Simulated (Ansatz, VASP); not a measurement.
# NaF (Villiaumite): VASP beside Ansatz, part 2 of 2

Aim: how closely do two programs agree when they are given the same cell, functional and k mesh? The cell is taken from a series of runs on this material, whose earlier steps may have relaxed, scaled, displaced or heated it; both programs get it as it stands.

VASP 6.6.1 and Ansatz 0.2.0.

So far: Starting point; Ansatz: zone-centre phonons, PBEsol.

## (3) VASP: zone-centre phonons, PBEsol

Level of this step: PBEsol; plane waves and PAW (Na_pv, F) (VASP).

The same cell, functional and mesh now go to VASP, with its own data sets.

Lines of VASP's logs that name or quote its potential files are left out, and so is its time.

INCAR

```
SYSTEM = NaF
PREC = Accurate
ENCUT = 600
EDIFF = 1E-08
NELM = 120
ISMEAR = 0
SIGMA = 0.01
LREAL = .FALSE.
ALGO = Normal
GGA = PS
NBANDS = 13
LORBIT = 11
LWAVE = .FALSE.
LCHARG = .FALSE.
ISIF = 2
IBRION = 8
LEPSILON = .TRUE.
LASPH = .TRUE.
GGA_COMPAT = .FALSE.
EFERMI = MIDGAP
KPAR = 2
```

POSCAR

```
NaF
1.0
    0.0000000000      2.3029594553      2.3029594553
    2.3029594553      0.0000000000      2.3029594553
    2.3029594553      2.3029594553      0.0000000000
Na F
1 1
Direct
    0.0000000000      0.0000000000      0.0000000000
    0.5000000000      0.5000000000      0.5000000000
```

KPOINTS

```
Automatic mesh
0
Gamma
8 8 8
0 0 0
```

Potentials, in the order of the species: Na_pv and F (PBE family, release 64).

The run is started by

```sh
mpirun -np 2 vasp_std
```

Numbers of over 12 decimals in the logs are rounded to 6 here.

What it wrote:

```text
[banner, memory and clock lines left out]
running    2 mpi-ranks, on    1 nodes
 distrk:  each k-point on    1 cores,    2 groups
 distr:  one band on    1 cores,    1 groups

 POSCAR found type information on POSCAR NaF
 POSCAR found :  2 types and       2 ions
|                                                                             |
|               ----> ADVICE to this user running VASP <----                  |
|                                                                             |
|     You enforced a specific xc type in the INCAR file but a different       |
|     [... a line on the potential file left out ...]
|     I HOPE YOU KNOW WHAT YOU ARE DOING!                                     |
|                                                                             |

 LDA part: xc-table for (Slater+PW92), standard interpolation
 POSCAR, INCAR and KPOINTS ok, starting setup
 FFT: planning ... GRIDC
 FFT: planning ... GRID_SOFT
 FFT: planning ... GRID
 WAVECAR not read
 entering main loop
       N       E                     dE             d eps       ncg     rms          rms(c)
DAV:   1     0.124994411908E+03    0.12499E+03   -0.85144E+03   759   0.147E+03
DAV:   2    -0.236040930480E+01   -0.12735E+03   -0.11778E+03   817   0.389E+02
DAV:   3    -0.946414877930E+01   -0.71037E+01   -0.70830E+01   899   0.825E+01
DAV:   4    -0.953482477514E+01   -0.70676E-01   -0.70669E-01   829   0.872E+00
DAV:   5    -0.953561230029E+01   -0.78753E-03   -0.78751E-03   909   0.888E-01    0.490E+00
DAV:   6    -0.878503546727E+01    0.75058E+00   -0.27347E+00   897   0.158E+01    0.181E+00
DAV:   7    -0.877013057401E+01    0.14905E-01   -0.28085E-02   774   0.223E+00    0.103E+00
DAV:   8    -0.876868992117E+01    0.14407E-02   -0.25440E-02   779   0.366E+00    0.145E-01
DAV:   9    -0.876921352700E+01   -0.52361E-03   -0.42737E-03   904   0.670E-01    0.113E-01
DAV:  10    -0.876909230054E+01    0.12123E-03   -0.91675E-04   774   0.374E-01    0.124E-02
DAV:  11    -0.876909494088E+01   -0.26403E-05   -0.40777E-05   844   0.148E-01    0.622E-03
DAV:  12    -0.876909514626E+01   -0.20537E-06   -0.51835E-06   893   0.351E-02    0.277E-03
DAV:  13    -0.876909515681E+01   -0.10549E-07   -0.87988E-07   824   0.955E-03    0.153E-03
DAV:  14    -0.876909512534E+01    0.31471E-07   -0.19640E-07   844   0.741E-03    0.482E-05
DAV:  15    -0.876909512849E+01   -0.31546E-08   -0.11370E-08   652   0.938E-04
   1 F= -.87690951E+01 E0= -.87690951E+01  d E =0.000000E+00
 Linear response reoptimize wavefunctions to high precision
DAV:   1    -0.876909512791E+01    0.58117E-09   -0.26118E-10   522   0.206E-04
DAV:   2    -0.876909512791E+01   -0.22737E-12   -0.25250E-11   417   0.527E-05
 Linear response G [H, r] |phi>, progress :
  Direction:   1
       N       E                     dE             d eps       ncg     rms
RMM:   1    -0.437316824727E+02   -0.43732E+02   -0.19093E+02  1254   0.114E+02
RMM:   2    -0.438681315625E+02   -0.13645E+00   -0.50888E+00  1373   0.232E+01
RMM:   3    -0.438983922485E+02   -0.30261E-01   -0.32089E-01  1427   0.539E+00
RMM:   4    -0.438992388317E+02   -0.84658E-03   -0.75466E-03  1468   0.724E-01
RMM:   5    -0.438992859000E+02   -0.47068E-04   -0.23034E-04  1499   0.144E-01
RMM:   6    -0.438992870158E+02   -0.11157E-05   -0.72910E-06  1505   0.228E-02
RMM:   7    -0.438992870572E+02   -0.41437E-07    0.38485E-08  1449   0.438E-03
RMM:   8    -0.438992870397E+02    0.17533E-07    0.42225E-07  1391   0.124E-03
RMM:   9    -0.438992870740E+02   -0.34330E-07    0.11091E-07  1200   0.578E-04
RMM:  10    -0.438992870437E+02    0.30288E-07    0.42539E-07  1002   0.562E-04
RMM:  11    -0.438992870558E+02   -0.12027E-07    0.34489E-07   876   0.456E-04
RMM:  12    -0.438992870554E+02    0.34008E-09    0.42276E-07   796   0.563E-04
RMM:  13    -0.438992870545E+02    0.91826E-09    0.36034E-07   708   0.565E-04
RMM:  14    -0.438992870542E+02    0.32976E-09    0.74455E-07   657   0.563E-04
RMM:  15    -0.438992870553E+02   -0.11797E-08   -0.37399E-07   603   0.563E-04
 Linear response G [H, r] |phi>, progress :
  Direction:   2
       N       E                     dE             d eps       ncg     rms
RMM:   1    -0.436206769733E+02   -0.43621E+02   -0.16388E+02  1220   0.116E+02
RMM:   2    -0.435809075021E+02    0.39769E-01   -0.52909E+00  1374   0.228E+01
RMM:   3    -0.435992827091E+02   -0.18375E-01   -0.31406E-01  1425   0.541E+00
RMM:   4    -0.436003942443E+02   -0.11115E-02   -0.78290E-03  1462   0.731E-01
RMM:   5    -0.436004411585E+02   -0.46914E-04   -0.19330E-04  1497   0.135E-01
RMM:   6    -0.436004425827E+02   -0.14242E-05   -0.93355E-06  1502   0.252E-02
RMM:   7    -0.436004425421E+02    0.40550E-07    0.43503E-07  1457   0.413E-03
RMM:   8    -0.436004425901E+02   -0.48031E-07    0.16574E-07  1388   0.110E-03
RMM:   9    -0.436004425868E+02    0.33077E-08    0.25839E-07  1171   0.660E-04
RMM:  10    -0.436004426190E+02   -0.32176E-07   -0.66176E-08   981   0.483E-04
RMM:  11    -0.436004425854E+02    0.33644E-07    0.25853E-07   884   0.566E-04
RMM:  12    -0.436004425878E+02   -0.24615E-08    0.79811E-08   780   0.585E-04
 Linear response G [H, r] |phi>, progress :
  Direction:   3
       N       E                     dE             d eps       ncg     rms
RMM:   1    -0.423572278493E+02   -0.42357E+02   -0.16832E+02  1183   0.112E+02
[...]
Linear response to external field, progress :
  Direction:   1
       N       E                     dE             d eps       ncg     rms          rms(c)
RMM:   1    -0.540406588041E-01   -0.54041E-01   -0.73508E-02  1955   0.332E+00
RMM:   2    -0.616516896472E-01   -0.76110E-02   -0.39771E-03  2836   0.502E-01    0.373E-01
RMM:   3    -0.611232237586E-01    0.52847E-03   -0.84415E-04  2750   0.227E-01    0.224E-01
RMM:   4    -0.651764735195E-01   -0.40532E-02   -0.17199E-03  2720   0.337E-01    0.239E-02
RMM:   5    -0.657749472568E-01   -0.59847E-03   -0.44801E-05  2802   0.704E-02    0.393E-03
RMM:   6    -0.658438879549E-01   -0.68941E-04   -0.18617E-06  2863   0.119E-02    0.128E-03
RMM:   7    -0.658467908596E-01   -0.29029E-05   -0.53830E-08  2853   0.256E-03    0.195E-04
RMM:   8    -0.658510785605E-01   -0.42877E-05   -0.46117E-09  2866   0.530E-04    0.338E-05
RMM:   9    -0.658507894381E-01    0.28912E-06   -0.25276E-10  2506   0.145E-04    0.151E-05
RMM:  10    -0.658508013241E-01   -0.11886E-07    0.14292E-12  1747   0.407E-05    0.255E-06
 change of polarisation eV/A/(eV/A) component  1 :     0.120     0.015     0.005
 dielectric tensor                  component  1 :     1.886     0.111     0.040
 Linear response to external field, progress :
  Direction:   2
       N       E                     dE             d eps       ncg     rms          rms(c)
RMM:   1    -0.540237052826E-01   -0.54024E-01   -0.73338E-02  1955   0.334E+00
RMM:   2    -0.616512310993E-01   -0.76275E-02   -0.39865E-03  2842   0.506E-01    0.373E-01
RMM:   3    -0.611215947133E-01    0.52964E-03   -0.84585E-04  2760   0.228E-01    0.224E-01
RMM:   4    -0.651763889067E-01   -0.40548E-02   -0.17210E-03  2731   0.337E-01    0.240E-02
RMM:   5    -0.657745566008E-01   -0.59817E-03   -0.43360E-05  2808   0.703E-02    0.391E-03
RMM:   6    -0.658439592634E-01   -0.69403E-04   -0.18457E-06  2869   0.118E-02    0.127E-03
RMM:   7    -0.658468076610E-01   -0.28484E-05   -0.54050E-08  2862   0.257E-03    0.193E-04
RMM:   8    -0.658510864314E-01   -0.42788E-05   -0.46178E-09  2870   0.526E-04    0.338E-05
RMM:   9    -0.658508139131E-01    0.27252E-06   -0.25562E-10  2514   0.145E-04    0.151E-05
RMM:  10    -0.658508218029E-01   -0.78898E-08    0.13666E-12  1741   0.402E-05    0.258E-06
 change of polarisation eV/A/(eV/A) component  2 :     0.010     0.120    -0.005
 dielectric tensor                  component  2 :     0.073     1.886    -0.036
 Linear response to external field, progress :
  Direction:   3
       N       E                     dE             d eps       ncg     rms          rms(c)
RMM:   1    -0.540230736150E-01   -0.54023E-01   -0.73332E-02  1957   0.334E+00
RMM:   2    -0.616512308408E-01   -0.76282E-02   -0.39863E-03  2843   0.506E-01    0.373E-01
RMM:   3    -0.611214135561E-01    0.52982E-03   -0.84581E-04  2759   0.228E-01    0.224E-01
RMM:   4    -0.651764004994E-01   -0.40550E-02   -0.17210E-03  2729   0.337E-01    0.240E-02
RMM:   5    -0.657745257706E-01   -0.59813E-03   -0.43359E-05  2804   0.703E-02    0.391E-03
RMM:   6    -0.658439582745E-01   -0.69433E-04   -0.18457E-06  2865   0.118E-02    0.127E-03
RMM:   7    -0.658468079724E-01   -0.28497E-05   -0.54046E-08  2862   0.257E-03    0.193E-04
RMM:   8    -0.658510864310E-01   -0.42785E-05   -0.46182E-09  2863   0.526E-04    0.338E-05
RMM:   9    -0.658508135485E-01    0.27288E-06   -0.25229E-10  2511   0.145E-04    0.151E-05
RMM:  10    -0.658508217268E-01   -0.81783E-08    0.20464E-11  1742   0.403E-05    0.258E-06
 change of polarisation eV/A/(eV/A) component  3 :    -0.001     0.004     0.120
 dielectric tensor                  component  3 :    -0.005     0.032     1.886
 Linear response DOF=           2
 Linear response progress:
  Degree of freedom:   1/  2
       N       E                     dE             d eps       ncg     rms          rms(c)
RMM:   1    -0.157768334570E+00   -0.15777E+00   -0.29070E-01  1611   0.649E+00
RMM:   2    -0.161206013525E+00   -0.34377E-02   -0.12938E-02  2519   0.102E+00    0.139E-02
RMM:   3    -0.161301231394E+00   -0.95218E-04   -0.29815E-04  2769   0.152E-01    0.639E-03
RMM:   4    -0.161364199545E+00   -0.62968E-04   -0.18697E-05  2967   0.393E-02    0.189E-03
RMM:   5    -0.161384506486E+00   -0.20307E-04   -0.15675E-06  3066   0.101E-02    0.930E-04
RMM:   6    -0.161395701080E+00   -0.11195E-04   -0.24201E-07  2971   0.314E-03    0.805E-05
RMM:   7    -0.161396838045E+00   -0.11370E-05   -0.64414E-08  3136   0.113E-03    0.384E-05
RMM:   8    -0.161397264151E+00   -0.42611E-06   -0.10612E-08  3049   0.415E-04    0.107E-05
RMM:   9    -0.161397360392E+00   -0.96241E-07   -0.55508E-09  3211   0.177E-04    0.399E-06
RMM:  10    -0.161397396875E+00   -0.36483E-07    0.15578E-08  3086   0.765E-05    0.535E-07
RMM:  11    -0.161397402197E+00   -0.53224E-08    0.16825E-08  2885   0.383E-05    0.498E-07
 first order change of Fermi-energy  -0.41075E-04
 force on displaced ion       1 direction 1 :  -2.468   0.000   0.000
 Born effective charge ion    1 direction 1 :   1.005   0.000   0.000
 Linear response progress:
  Degree of freedom:   2/  2
       N       E                     dE             d eps       ncg     rms          rms(c)
RMM:   1    -0.526979108220E+00   -0.52698E+00    0.63035E-01  2718   0.486E+00
RMM:   2    -0.524103641970E+00    0.28755E-02   -0.10750E-02  2834   0.993E-01    0.823E-02
RMM:   3    -0.525420679341E+00   -0.13170E-02   -0.48341E-04  2675   0.167E-01    0.461E-02
RMM:   4    -0.527329238392E+00   -0.19086E-02   -0.18504E-04  2552   0.994E-02    0.110E-02
RMM:   5    -0.527530378160E+00   -0.20114E-03   -0.66178E-06  2773   0.297E-02    0.371E-03
RMM:   6    -0.527388273335E+00    0.14210E-03   -0.77024E-07  2535   0.761E-03    0.885E-04
RMM:   7    -0.527356413137E+00    0.31860E-04   -0.66221E-08  2702   0.243E-03    0.240E-04
RMM:   8    -0.527367787556E+00   -0.11374E-04   -0.59451E-09  2670   0.684E-04    0.361E-05
RMM:   9    -0.527368256881E+00   -0.46932E-06   -0.13769E-10  2921   0.146E-04    0.785E-06
RMM:  10    -0.527368196611E+00    0.60270E-07    0.51050E-11  2905   0.284E-05    0.360E-06
RMM:  11    -0.527368095666E+00    0.10094E-06    0.87689E-11  2804   0.122E-05    0.933E-07
RMM:  12    -0.527368081019E+00    0.14647E-07    0.90542E-11  2676   0.677E-06    0.983E-08
 first order change of Fermi-energy   0.83673E-03
 force on displaced ion       2 direction 1 :  -2.464   0.000   0.000
 Born effective charge ion    2 direction 1 :  -1.005   0.000   0.000
 Born effective charges drift removed
 Linear response finished
```

OUTCAR, selected parts (step 3):

```text
ion  position               nearest neighbor table
   1  0.000  0.000  0.000-   2 2.30   2 2.30   2 2.30   2 2.30   2 2.30   2 2.30
   2  0.500  0.500  0.500-   1 2.30   1 2.30   1 2.30   1 2.30   1 2.30   1 2.30

  LATTYP: Found a face centered cubic cell.
 ALAT       =     4.6059189106

 Subroutine GETGRP returns: Found 48 space group operations
 (whereof 48 operations were pure point group operations)

The static configuration has the point symmetry O_h .

 Found     29 irreducible k-points:

   k-points           NKPTS =     29   k-points in BZ     NKDIM =     29   number of bands    NBANDS=     13

   dimension x,y,z NGX =    28 NGY =   28 NGZ =   28
   dimension x,y,z NGXF=    56 NGYF=   56 NGZF=   56

   ENCUT  =  600.0 eV  44.10 Ry    6.64 a.u.   6.50  6.50  6.50*2*pi/ulx,y,z

   NELECT =      14.0000    total number of electrons

 k-points in reciprocal lattice and weights: Automatic mesh
   0.00000000  0.00000000  0.00000000       0.002
   0.12500000  0.00000000  0.00000000       0.016
   0.25000000  0.00000000  0.00000000       0.016
   0.37500000  0.00000000  0.00000000       0.016
   0.50000000  0.00000000  0.00000000       0.008
   0.12500000  0.12500000  0.00000000       0.012
   0.25000000  0.12500000  0.00000000       0.047
   0.37500000  0.12500000  0.00000000       0.047
   0.50000000  0.12500000  0.00000000       0.047
[...]
-0.37500000  0.50000000  0.12500000       0.023
  -0.25000000  0.50000000  0.25000000       0.012

 average (electrostatic) potential at core
       1 -46.5258       2 -77.2562

  Total        0.1011420      0.1011420      0.1011420      0.0000000      0.0000000      0.0000000
  in kB        6.6336589      6.6336589      6.6336589      0.0000000      0.0000000      0.0000000
  external PRESSURE =       6.6336589 kB  Pullay stress =       0.0000000 kB

  energy-cutoff  :      600.00
  volume of cell :       24.43
      direct lattice vectors                 reciprocal lattice vectors
     0.000000000  2.302959455  2.302959455    -0.217111942  0.217111942  0.217111942
     2.302959455  0.000000000  2.302959455     0.217111942 -0.217111942  0.217111942
     2.302959455  2.302959455  0.000000000     0.217111942  0.217111942 -0.217111942

 POSITION                                       TOTAL-FORCE (eV/Angst)
 -----------------------------------------------------------------------------------
      0.00000      0.00000      0.00000         0.000000      0.000000     -0.000000
      2.30296      2.30296      2.30296         0.000000     -0.000000      0.000000
 -----------------------------------------------------------------------------------
    total drift:                                0.000000      0.000000      0.000000

 MACROSCOPIC STATIC DIELECTRIC TENSOR (including local field effects in DFT)
 ------------------------------------------------------
           1.886465     0.000000     0.000000
           0.000000     1.886465     0.000000
          -0.000000    -0.000000     1.886465
 ------------------------------------------------------

 PIEZOELECTRIC TENSOR (including local field effects)  for field in x, y, z        (C/m^2)
          XX          YY          ZZ          XY          YZ          ZX
  --------------------------------------------------------------------------------
  x     0.00000     0.00000     0.00000     0.00000     0.00000     0.00000
  y     0.00000     0.00000     0.00000     0.00000     0.00000     0.00000
  z     0.00000     0.00000     0.00000     0.00000     0.00000     0.00000

 BORN EFFECTIVE CHARGES (including local field effects) (in |e|, cummulative output)
 ---------------------------------------------------------------------------------
 ion    1
    1     1.00484     0.00000     0.00000
    2     0.00000     1.00484     0.00000
    3     0.00000     0.00000     1.00484
 ion    2
    1    -1.00484     0.00000     0.00000
    2     0.00000    -1.00484     0.00000
    3     0.00000     0.00000    -1.00484

 Eigenvectors and eigenvalues of the dynamical matrix
 ----------------------------------------------------

   1 f  =    7.611922 THz    47.827116 2PiTHz  253.906384 cm-1    31.480365 meV
             X         Y         Z           dx          dy          dz
      0.000000  0.000000  0.000000     0.000000   -0.672949    0.000000
      2.302959  2.302959  2.302959     0.000000    0.739689    0.000000

   2 f  =    7.611922 THz    47.827116 2PiTHz  253.906384 cm-1    31.480365 meV
             X         Y         Z           dx          dy          dz
      0.000000  0.000000  0.000000     0.672949    0.000000   -0.000000
      2.302959  2.302959  2.302959    -0.739689    0.000000    0.000000

   3 f  =    7.611922 THz    47.827116 2PiTHz  253.906384 cm-1    31.480365 meV
             X         Y         Z           dx          dy          dz
      0.000000  0.000000  0.000000     0.000000    0.000000   -0.672949
      2.302959  2.302959  2.302959     0.000000   -0.000000    0.739689

   4 f/i=    0.003045 THz     0.019132 2PiTHz    0.101567 cm-1     0.012593 meV
             X         Y         Z           dx          dy          dz
      0.000000  0.000000  0.000000    -0.065974   -0.263112   -0.688156
      2.302959  2.302959  2.302959    -0.060021   -0.239372   -0.626066

   5 f/i=    0.003045 THz     0.019132 2PiTHz    0.101567 cm-1     0.012593 meV
             X         Y         Z           dx          dy          dz
      0.000000  0.000000  0.000000     0.090704   -0.688554    0.254568
      2.302959  2.302959  2.302959     0.082520   -0.626429    0.231600

   6 f/i=    0.003045 THz     0.019132 2PiTHz    0.101567 cm-1     0.012593 meV
             X         Y         Z           dx          dy          dz
      0.000000  0.000000  0.000000    -0.731136   -0.061679    0.093677
      2.302959  2.302959  2.302959    -0.665168   -0.056114    0.085225

 MACROSCOPIC STATIC DIELECTRIC TENSOR IONIC CONTRIBUTION
 ------------------------------------------------------
           3.032714     0.000000     0.000000
           0.000000     3.032714     0.000000
           0.000000     0.000000     3.032714
 ------------------------------------------------------

 ELASTIC MODULI CONTR FROM IONIC RELAXATION (kBar)
 Direction    XX          YY          ZZ          XY          YZ          ZX
 --------------------------------------------------------------------------------
 XX           0.0000      0.0000      0.0000      0.0000      0.0000      0.0000
 YY           0.0000      0.0000      0.0000      0.0000      0.0000      0.0000
 ZZ           0.0000      0.0000      0.0000      0.0000      0.0000      0.0000
 XY           0.0000      0.0000      0.0000      0.0000      0.0000      0.0000
 YZ           0.0000      0.0000      0.0000      0.0000      0.0000      0.0000
 ZX           0.0000      0.0000      0.0000      0.0000      0.0000      0.0000
 --------------------------------------------------------------------------------

 PIEZOELECTRIC TENSOR IONIC CONTR  for field in x, y, z        (C/m^2)
          XX          YY          ZZ          XY          YZ          ZX
  --------------------------------------------------------------------------------
  x     0.00000     0.00000     0.00000     0.00000     0.00000     0.00000
  y     0.00000     0.00000     0.00000     0.00000     0.00000     0.00000
  z     0.00000     0.00000     0.00000     0.00000     0.00000     0.00000
```

## (4) Comparison

Known differences besides the potentials themselves: fixed occupations in Ansatz, narrow Gaussian smearing in VASP; VASP's run holds the zone centre alone; the data sets hold 16 valence electrons in Ansatz (on its default PAW (the set named soft_2) files) and 14 in VASP; the cutoff is 420 eV in Ansatz and 600 eV in VASP; Ansatz makes its cores anew for this functional, VASP keeps those of its PBE data sets. Total energies have different zeros and are not compared.

Both answers:

| quantity | Ansatz | VASP | difference |
| --- | --- | --- | --- |
| ε∞ xx | 1.90 | 1.89 | +0.65 % |
| ε∞ yy | 1.90 | 1.89 | +0.65 % |
| ε∞ zz | 1.90 | 1.89 | +0.65 % |
| Born charge of Na1 (mean of the diagonal) (e) | 1.01 | 1.00 | 0.00 |
| Born charge of F2 (mean of the diagonal) (e) | -1.01 | -1.00 | 0.00 |
| optical mode 1 to 3 (cm⁻¹) | 248.2 | 253.9 | -2.25 % |

Modes are paired by rising frequency, not by their patterns, so a pair may set unlike modes beside each other; they are those without the splitting of longitudinal modes.

## (5) Summary of results

| Property | Result |
| --- | --- |
| r.m.s. difference of the optical zone-centre modes, each program's sorted by frequency (zone-centre phonons, PBEsol) | 5.7 cm⁻¹ |
| difference in optical mode 1 to 3 (zone-centre phonons, PBEsol) | -2.3 % |

The r.m.s. difference of the optical zone-centre modes, each program's sorted by frequency is 5.7 cm⁻¹ (zone-centre phonons, PBEsol). The data sets hold unlike numbers of valence electrons (16 in Ansatz and 14 in VASP), so part of the differences comes from the potentials. Among the rows given in per cent, the largest difference of the zone-centre phonons, PBEsol pair is in optical mode 1 to 3, -2.3 %. Such differences can come from data sets, numerical settings and the points named under the comparisons, not from the functional's error against experiment.

[Lines on the potential files, build, host, timing and source positions are cut from VASP's logs without a mark.]

[Logs are printed without paths, hosts, clocks, repeated set-up lines and the standing remarks that a program may print on its own settings, such as how far it seeks lower states.]

[Hosts, paths, dates, database ids (printed as entryN), source tags and the programs' standing remarks are cut or masked in the printed files.]
